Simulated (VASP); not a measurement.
Method: PBEsol GGA, VASP's PBE PAW potentials (set 64) (plane waves; VASP).

The input files of a VASP run:

### INCAR
```
# general
SYSTEM  = Nb2Ti2C4
PREC    = Accurate
ENCUT   = 520
LREAL   = F   # projection in real space or not
LASPH   = T

# electronic loop
EDIFF   = 1E-6   # SCF stop (eV)
NELM    = 100   # most electronic steps
ALGO    = Normal   # blocked Davidson
LMAXMIX = 4   # l cut-off of mixed one-centre charges

# smearing
ISMEAR  = 1   # Methfessel-Paxton
SIGMA   = 0.1   # width (eV)

# functional
GGA     = PS   # PBEsol

# ions
IBRION  = 2   # conjugate gradients
NSW     = 60
ISIF    = 3   # ions, shape and volume
EDIFFG  = -0.02

# output
LWAVE   = F
LCHARG  = F
```

**POSCAR**
```
Nb2Ti2C4
1
    4.3938858448     0.0000000000     0.0000000000
    0.0000000000     4.3938858448    -0.0000000000
    0.0000000000    -0.0000000000     4.3553072478
Ti C Nb
2 4 2
Direct
  0.0000000000   1.0000000000   1.0000000000
  0.5000000000   0.5000000000   0.0000000000
  0.5000000000   0.5000000000   0.5000000000
  0.0000000000   1.0000000000   0.5000000000
  0.0000000000   0.5000000000   1.0000000000
  0.5000000000   1.0000000000   1.0000000000
  0.5000000000   0.0000000000   0.5000000000
  0.0000000000   0.5000000000   0.5000000000
```

**KPOINTS**
```
K-points
0
gamma
6 6 7
```

POTCAR, in this order: Ti_sv C Nb_sv (PBE.64 set). Program: vasp_std.

Output

### OSZICAR
```
       N       E                     dE             d eps       ncg     rms          rms(c)
DAV:   1     0.910012126832E+03    0.91001E+03   -0.33454E+04  3120   0.195E+03
DAV:   2     0.515783679807E+02   -0.85843E+03   -0.83756E+03  3148   0.667E+02
DAV:   3    -0.899363929132E+02   -0.14151E+03   -0.13688E+03  5145   0.223E+02
DAV:   4    -0.100813093602E+03   -0.10877E+02   -0.10784E+02  4384   0.609E+01
DAV:   5    -0.101534637790E+03   -0.72154E+00   -0.71934E+00  5423   0.163E+01    0.326E+01
DAV:   6    -0.841428226885E+02    0.17392E+02   -0.13885E+02  4323   0.721E+01    0.107E+01
DAV:   7    -0.840913172581E+02    0.51505E-01   -0.30895E+01  4240   0.317E+01    0.799E+00
DAV:   8    -0.836493513426E+02    0.44197E+00   -0.23438E+00  4517   0.160E+01    0.522E+00
DAV:   9    -0.836790662639E+02   -0.29715E-01   -0.15967E+00  4561   0.732E+00    0.190E+00
DAV:  10    -0.836314563938E+02    0.47610E-01   -0.63893E-01  4349   0.545E+00    0.559E-01
DAV:  11    -0.836324691114E+02   -0.10127E-02   -0.50913E-02  4520   0.130E+00    0.333E-01
DAV:  12    -0.836319433195E+02    0.52579E-03   -0.59793E-03  4699   0.556E-01    0.159E-01
DAV:  13    -0.836317138945E+02    0.22942E-03   -0.25639E-03  4956   0.297E-01    0.192E-02
DAV:  14    -0.836317313965E+02   -0.17502E-04   -0.23170E-04  4610   0.820E-02    0.166E-02
DAV:  15    -0.836317318880E+02   -0.49149E-06   -0.17394E-05  4509   0.303E-02    0.129E-02
DAV:  16    -0.836317278954E+02    0.39926E-05   -0.14479E-05  4128   0.228E-02    0.395E-03
DAV:  17    -0.836317280677E+02   -0.17234E-06   -0.13289E-06  2389   0.864E-03
   1 F= -.83631728E+02 E0= -.83631604E+02  d E =-.836317E+02
       N       E                     dE             d eps       ncg     rms          rms(c)
DAV:   1    -0.836699011131E+02   -0.38173E-01   -0.18976E+00  3208   0.120E+01    0.129E+00
DAV:   2    -0.836452452200E+02    0.24656E-01   -0.14367E-01  4020   0.320E+00    0.702E-01
DAV:   3    -0.836324396263E+02    0.12806E-01   -0.32543E-02  4610   0.134E+00    0.240E-01
DAV:   4    -0.836317061284E+02    0.73350E-03   -0.85818E-03  4926   0.606E-01    0.158E-01
DAV:   5    -0.836317556881E+02   -0.49560E-04   -0.14720E-03  4378   0.264E-01    0.702E-02
DAV:   6    -0.836318049559E+02   -0.49268E-04   -0.37930E-04  4918   0.127E-01    0.666E-02
DAV:   7    -0.836318175282E+02   -0.12572E-04   -0.11579E-04  4332   0.862E-02    0.155E-02
DAV:   8    -0.836318171939E+02    0.33434E-06   -0.25783E-05  3990   0.246E-02    0.815E-03
DAV:   9    -0.836318178815E+02   -0.68763E-06   -0.14986E-06  2478   0.115E-02
   2 F= -.83631818E+02 E0= -.83631674E+02  d E =-.898138E-04
       N       E                     dE             d eps       ncg     rms          rms(c)
DAV:   1    -0.836437465756E+02   -0.11929E-01   -0.46435E-01  3194   0.596E+00    0.641E-01
DAV:   2    -0.836376747041E+02    0.60719E-02   -0.35964E-02  4055   0.160E+00    0.350E-01
DAV:   3    -0.836345657553E+02    0.31089E-02   -0.81083E-03  4642   0.670E-01    0.121E-01
DAV:   4    -0.836343684011E+02    0.19735E-03   -0.22647E-03  5053   0.312E-01    0.796E-02
DAV:   5    -0.836343722674E+02   -0.38663E-05   -0.36785E-04  4404   0.130E-01    0.357E-02
DAV:   6    -0.836343808732E+02   -0.86059E-05   -0.84107E-05  4863   0.593E-02    0.332E-02
DAV:   7    -0.836343790563E+02    0.18170E-05   -0.28375E-05  4265   0.424E-02    0.721E-03
DAV:   8    -0.836343786209E+02    0.43540E-06   -0.59056E-06  3558   0.121E-02
   3 F= -.83634379E+02 E0= -.83634244E+02  d E =-.265055E-02
       N       E                     dE             d eps       ncg     rms          rms(c)
DAV:   1    -0.836357370537E+02   -0.13580E-02   -0.50437E-02  4097   0.224E+00    0.334E-01
DAV:   2    -0.836345985156E+02    0.11385E-02   -0.75481E-03  4150   0.779E-01    0.124E-01
DAV:   3    -0.836343263818E+02    0.27213E-03   -0.15812E-03  5010   0.268E-01    0.523E-02
DAV:   4    -0.836342937113E+02    0.32670E-04   -0.46685E-04  4689   0.138E-01    0.309E-02
DAV:   5    -0.836343084342E+02   -0.14723E-04   -0.80120E-05  4756   0.534E-02    0.162E-02
DAV:   6    -0.836343187351E+02   -0.10301E-04   -0.35692E-05  5327   0.323E-02    0.171E-02
DAV:   7    -0.836343194195E+02   -0.68435E-06   -0.12474E-05  3908   0.209E-02    0.236E-03
DAV:   8    -0.836343193233E+02    0.96207E-07   -0.13723E-06  2520   0.875E-03
   4 F= -.83634319E+02 E0= -.83634182E+02  d E =0.592976E-04
       N       E                     dE             d eps       ncg     rms          rms(c)
DAV:   1    -0.836349796668E+02   -0.66025E-03   -0.19786E-02  4112   0.140E+00    0.212E-01
DAV:   2    -0.836345161320E+02    0.46353E-03   -0.29608E-03  4179   0.487E-01    0.791E-02
DAV:   3    -0.836344061602E+02    0.10997E-03   -0.62283E-04  5005   0.168E-01    0.330E-02
DAV:   4    -0.836343953070E+02    0.10853E-04   -0.18353E-04  4726   0.868E-02    0.192E-02
DAV:   5    -0.836344043646E+02   -0.90576E-05   -0.31283E-05  4464   0.334E-02    0.977E-03
DAV:   6    -0.836344110367E+02   -0.66721E-05   -0.13694E-05  5116   0.202E-02    0.107E-02
DAV:   7    -0.836344145620E+02   -0.35253E-05   -0.45246E-06  3462   0.130E-02    0.174E-03
DAV:   8    -0.836344146568E+02   -0.94855E-07   -0.68859E-07  2232   0.629E-03
   5 F= -.83634415E+02 E0= -.83634279E+02  d E =-.360360E-04
```

### OUTCAR
```
------------------------ aborting loop because EDIFF is reached ----------------------------------------
  FORCE on cell =-STRESS in cart. coord.  units (eV):
  Direction    XX          YY          ZZ          XY          YZ          ZX
  --------------------------------------------------------------------------------------
  Total       -0.0018143     -0.0018143      0.0007723      0.0000000      0.0000000      0.0000000
  in kB       -0.0346339     -0.0346339      0.0147428      0.0000000      0.0000000      0.0000000
  external PRESSURE =      -0.0181750 kB  Pullay stress =       0.0000000 kB
  volume of cell :       83.93
      direct lattice vectors                 reciprocal lattice vectors
     4.384147599  0.000000000  0.000000000     0.228094510  0.000000000  0.000000000
     0.000000000  4.384147599  0.000000000     0.000000000  0.228094510  0.000000000
     0.000000000 -0.000000000  4.366760936     0.000000000 -0.000000000  0.229002690
 POSITION                                       TOTAL-FORCE (eV/Angst)
 -----------------------------------------------------------------------------------
      0.00000      0.00000      0.00000         0.000000      0.000000      0.000000
      2.19207      2.19207      0.00000        -0.000000     -0.000000      0.000000
      2.19207      2.19207      2.18338        -0.000000     -0.000000      0.000000
      0.00000     -0.00000      2.18338         0.000000      0.000000      0.000000
      0.00000      2.19207      0.00000         0.000000      0.000000     -0.000000
      2.19207      0.00000      0.00000         0.000000      0.000000     -0.000000
      2.19207     -0.00000      2.18338         0.000000      0.000000      0.000000
      0.00000      2.19207      2.18338         0.000000      0.000000     -0.000000
 -----------------------------------------------------------------------------------
    total drift:                                0.000000      0.000000      0.000000
  FREE ENERGIE OF THE ION-ELECTRON SYSTEM (eV)
  ---------------------------------------------------
  free  energy   TOTEN  =       -83.6344146568 eV

  energy  without entropy=      -83.6340083544  energy(sigma->0) =      -83.63427922

 reached required accuracy - stopping structural energy minimisation
```
(Selected blocks of OUTCAR.)

CONTCAR:
```
Nb2Ti2C4
   1.00000000000000
     4.3841475985604372    0.0000000000000000    0.0000000000000000
     0.0000000000000000    4.3841475985604372    0.0000000000000000
     0.0000000000000000   -0.0000000000000000    4.3667609356203165
  Ti              C               Nb
     2     4     2
Direct
     0.0000000000000000    0.0000000000000000    0.0000000000000000
     0.5000000000000000    0.5000000000000000    0.0000000000000000
     0.5000000000000000    0.5000000000000000    0.5000000000000000
     0.0000000000000000    0.0000000000000000    0.5000000000000000
     0.0000000000000000    0.5000000000000000    0.0000000000000000
     0.5000000000000000    0.0000000000000000    0.0000000000000000
     0.5000000000000000    0.0000000000000000    0.5000000000000000
     0.0000000000000000    0.5000000000000000    0.5000000000000000
```

The structure was generated: Nb2Ti2C4 was put into an ordered model structure (P4/mmm), which need not be its known phase. This run relaxes it. Symmetry was kept, so distortions that lower it aren't found. The start is the result of an earlier pass.
